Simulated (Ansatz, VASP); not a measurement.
# H: VASP beside Ansatz, part 2 of 2

One calculation is typed for both programs; each brings its own data sets. How far apart do they land? The cell is taken from a series of runs on this material, whose earlier steps may have relaxed, scaled, displaced or heated it; both programs get it as it stands.

VASP 6.6.1 and Ansatz 0.2.0.

So far: The starting structure; VASP: zone-centre phonons, PBEsol.

## Step 3: Ansatz: zone-centre phonons, PBEsol

Level of this step: Ansatz beside VASP: Kohn-Sham DFT, plane waves, PBEsol (Ansatz).

Ansatz runs on its default PAW (the set named soft_2) files.

The same cell, functional and mesh now go to Ansatz, which takes its cutoff from its data sets.

Input file input.yaml:

```yaml
crystal:
  lattice:
    - [-1.702294959, 1.702294959, 2.18394351]
    - [1.702294959, -1.702294959, 2.18394351]
    - [1.702294959, 1.702294959, -2.18394351]
  atoms:
    - { symbol: H, position: [0.9130723341, 0.9130723341, 0.0] }
    - { symbol: H, position: [0.0869276659, 0.0869276659, 0.0] }
kpoints:
  mp_grid: { grid: [8, 8, 8] }
hamiltonian:
  xc: pbesol
scf:
  occupations: { method: fixed }
output:
  eigenvalues: true
phonons:
  method: dfpt
  dielectric: true
  rigid_motions: translations
```

On the command line:

```bash
> ansatz run input.yaml --threads 4 --pin off --max-ram 9216MiB --backend cpu --events-out ev --progress --plain --runs-dir out
```

Numbers of over 12 decimals in the logs are rounded to 6 here.

Output:

```text
Engine: ansatz 0.2.0, aarch64-unknown-linux-gnu
Pseudopotentials: kind: paw
Pseudopotential: H, paw, valence charge 1, recommended cutoff 420 eV (normal), H.paw.azcp
Functional definition: PBEsol
  exchange = pbesol_x
  correlation = pbesol_c
Crystal: 2 atoms, lattice volume = 25.315 Å³
Basis set: ecut = 420 eV, 519 PW (Γ), exchange–correlation on 48×48×48 points (8 copies of the dense FFT grid, shifted against one another)
Bands: 5, of which v1, the nominal top of the filled ones, is band 1 counted from 1 (0 counted from 0)
Symmetry: 16 space group operations
k-points: 150 of 512 (irreducible under 2 space group operations, time reversal used)
Non-local potential: H, projectors of the file, l = 0: 2, l = 1: 1
PAW form: soft (Blöchl's): semilocal exchange-correlation on the pseudo side does not see the compensation charge
PAW one-centre angular grid: H, 110 points (default); XC on 64 Gauss nodes
Initial density: superposition of atomic densities (neutral atoms: chi_scale 0, normalization atom), corrected by the library's trained network
Initial wavefunctions: pseudopotential atomic-orbital guess
Functional: x = pbesol(κ = 0.804, μ = 0.123457), c = pbesol(β = 0.046)
SCF iter   1: F=—  HF=-31.232375 eV  |F-HF|=—  |Δ(HF+E_count)|=         —  Δρ=3.20e-3  dr2=1.74e-3  ethr=1.77e-3  ⟨swp⟩=3.2  Hψ=5476  notcnv=0  defer=281
preconditioner: auto → none  [insulator: Δε(μ)=8.743 eV  Ē_g=16.133 eV  n_scr=0 (ndim 8)  ℏωp=10.4 eV  f_vac=0.012  ε∞_Penn≈1.4]
SCF iter   2: F=—  HF=-31.232269 eV  |F-HF|=—  |Δ(HF+E_count)|=   1.07e-4  Δρ=1.14e-3  dr2=2.01e-4  ethr=8.68e-5  ⟨swp⟩=1.2  Hψ=1978  notcnv=0  defer=282
SCF iter   3: F=—  HF=-31.232342 eV  |F-HF|=—  |Δ(HF+E_count)|=   7.28e-5  Δρ=1.01e-4  dr2=8.33e-7  ethr=1.00e-5  ⟨swp⟩=3.0  Hψ=1196  notcnv=0  defer=297
SCF iter   4: F=—  HF=-31.232347 eV  |F-HF|=—  |Δ(HF+E_count)|=   5.07e-6  Δρ=1.18e-5  dr2=2.80e-8  ethr=4.17e-8  ⟨swp⟩=2.0  Hψ=900  notcnv=0
SCF iter   5: F=—  HF=-31.232347 eV  |F-HF|=—  |Δ(HF+E_count)|=   3.41e-9  Δρ=6.55e-7  dr2=1.28e-10  ethr=1.40e-9  ⟨swp⟩=2.0  Hψ=900  notcnv=0
SCF iter   6: F=-31.232347 eV  HF=-31.232347 eV  |F-HF|=6.15e-13  |Δ(HF+E_count)|=  1.13e-10  Δρ=1.09e-7  dr2=1.73e-12  ethr=5.00e-12  ⟨swp⟩=6.1  Hψ=3506  notcnv=0
SCF 1 converged in 6 iterations: F = -31.232347 eV  dr2 = 1.73e-12
  greatest PAW one-centre occupation: 0.364 electrons in one spin orbital (limit 2), on the H atom at site 1 (counted from 0), in its partial waves of l = 0
NSCF: frozen V_eff on 2 k-points
DFPT response loops at Γ: preconditioner auto → none (the input reference at scf.mixing.eps_inf says where Resta's filter doesn't serve); β = 0.50; Broyden in place of MSR1
SCF converged after 6 iterations
Free energy (F): -31.232347 eV
Harris-Foulkes:  -31.232347 eV  (|F-HF|=6.15e-13)
Internal energy: -31.232347 eV  (E = F + TS)
E sigma→0 (E₀):  -31.232347 eV
Fermi energy:    -7.948272 eV
--- Per-component energies (eV) ---
  E_band       = -17.425261
  E_kinetic    = 26.299609
  E_local      = -44.477256  (includes V_loc(G=0)·N_el)
  E_nonlocal   = 3.258462
  E_hartree    = 10.404016
  E_xc         = -16.974007
  E_vxc        = -21.992820  (∫ρ·V_xc dr)
  E_paw        = -1.044774  (= ΣΔE_a)
  E_vpaw       = -1.318936  (= ΣTr[D̂ρ^β])
  E_aug_tail   = -0.002359  (compensation charges beyond the density's cutoff)
  E_ewald      = -8.696038
  E_smearing   = -0.000000  (= −TS)
  E_closure    = -0.000000  (closes the sum)
  Σ components = -31.232347   (vs F -31.232347, Δ=0.00e0)
--- Band table (eV; the first three rows and the last of 150) ---
  k-point 0: bands = ["-10.0829", "5.1841", "8.5121", "14.6493", "14.6493"]
  k-point 1: bands = ["-9.8738", "4.6922", "7.8614", "13.2547", "14.5682"]
  k-point 2: bands = ["-9.3239", "3.7387", "6.7012", "11.5208", "11.7037"]
  k-point 149: bands = ["-7.9483", "1.5618", "7.1175", "8.1180", "8.1180"]
--- Phonons (Γ-DFPT): 2 representative perturbations + reference, on 150 of 512 k-points (Σ response iterations 8) ---
  k mesh reduced under 2 symmetry operations, with k and −k counted as one. Each operation leaves every solved perturbation unchanged. A smaller set is not considered because the run solves the response to a homogeneous field
  ASR residual: 6.702e-5 → 0.000e0 eV/Å²; symmetrization residual: 6.196e-8 eV/Å²
  ASR residual per site (eV/Å²): 6.70e-5 6.70e-5
  Γ frequencies (cm⁻¹): 0.00 0.00 0.00 165.97 165.97 4222.09
  ε∞ (high-frequency dielectric tensor):
        1.453444     0.000000     0.000000
        0.000000     1.453444     0.000000
        0.000000     0.000000     1.641194
  ε⁰ (static dielectric tensor: ions relaxed, cell fixed):
        1.453444     0.000000     0.000000
        0.000000     1.453444     0.000000
        0.000000     0.000000     1.641194
  ε⁰ − ε∞ (ionic part):
        0.000000     0.000000     0.000000
        0.000000     0.000000     0.000000
        0.000000     0.000000     0.000000
  softest optical mode at Γ: 165.97 cm⁻¹; the repairs (sum rule, projections) moved no ω² at Γ by more than (4.26 cm⁻¹)²
  Born effective charges Z* (e; rows j = field, columns β = displacement):
    site 0:
         0.00000    0.00000    0.00000
         0.00000    0.00000    0.00000
         0.00000    0.00000    0.00000
    site 1:
         0.00000    0.00000    0.00000
         0.00000    0.00000    0.00000
         0.00000    0.00000    0.00000
  Z* charge neutrality: 1.634e-5 e pre-enforcement
  k-mesh period / interband length: 26.0 Å / 0.73 Å = 35.70 at k = (0.0000, -0.5000, 0.0000), direct gap 9.497 eV — 14 or more, which is no proof of convergence
  optical modes at Γ without the LO–TO term, one row a degenerate level:
      ω (cm⁻¹)  modes    IR ((D/Å)²/amu)
        165.97      2             0.0000
       4222.09      1             0.0000
  optical modes at Γ + LO–TO along q̂ = [1.0000, 0.0000, 0.0000]:
      ω (cm⁻¹)  modes    IR ((D/Å)²/amu)
        165.97      2             0.0000
       4222.09      1             0.0000
  optical modes at Γ + LO–TO along q̂ = [0.0000, 1.0000, 0.0000]:
      ω (cm⁻¹)  modes    IR ((D/Å)²/amu)
        165.97      2             0.0000
       4222.09      1             0.0000
  optical modes at Γ + LO–TO along q̂ = [0.0000, 0.0000, 1.0000]:
      ω (cm⁻¹)  modes    IR ((D/Å)²/amu)
        165.97      2             0.0000
       4222.09      1             0.0000
```

## Step 4: Differences

Known differences besides the potentials themselves: fixed occupations in Ansatz, narrow Gaussian smearing in VASP; the cutoff is 420 eV in Ansatz and 500 eV in VASP. Total energies have different zeros and are not compared.

Compared:

```
                                    quantity  Ansatz    VASP  difference
                                       ε∞ xx    1.45    1.45     -0.01 %
                                       ε∞ yy    1.45    1.45     -0.01 %
                                       ε∞ zz    1.64    1.64     -0.01 %
Born charge of H1 (mean of the diagonal) (e)    0.00    0.00        0.00
                  optical mode 1 to 2 (cm⁻¹)   166.0   158.3     +4.86 %
                       optical mode 3 (cm⁻¹)  4222.1  4228.0     -0.14 %
```

Modes are paired by rising frequency, not by their patterns, so a pair may set unlike modes beside each other; they are those without the splitting of longitudinal modes.

## Step 5: Results

* r.m.s. difference of the optical zone-centre modes, each program's sorted by frequency (zone-centre phonons, PBEsol): 7.1 cm⁻¹
* difference in optical mode 1 to 2 (zone-centre phonons, PBEsol): +4.9 %

What this shows: The r.m.s. difference of the optical zone-centre modes, each program's sorted by frequency is 7.1 cm⁻¹ (zone-centre phonons, PBEsol). Among the rows given in per cent, the largest difference of the zone-centre phonons, PBEsol pair is in optical mode 1 to 2, +4.9 %. How closely two codes agree says nothing of how well the functional describes the real material.

[Lines on the potential files, build, host, timing and source positions are cut from VASP's logs without a mark.]

[Logs are printed without paths, hosts, clocks, repeated set-up lines and the standing remarks that a program may print on its own settings, such as how far it seeks lower states.]

[Hosts, paths, dates, database ids (printed as entryN), source tags and the programs' standing remarks are cut or masked in the printed files.]
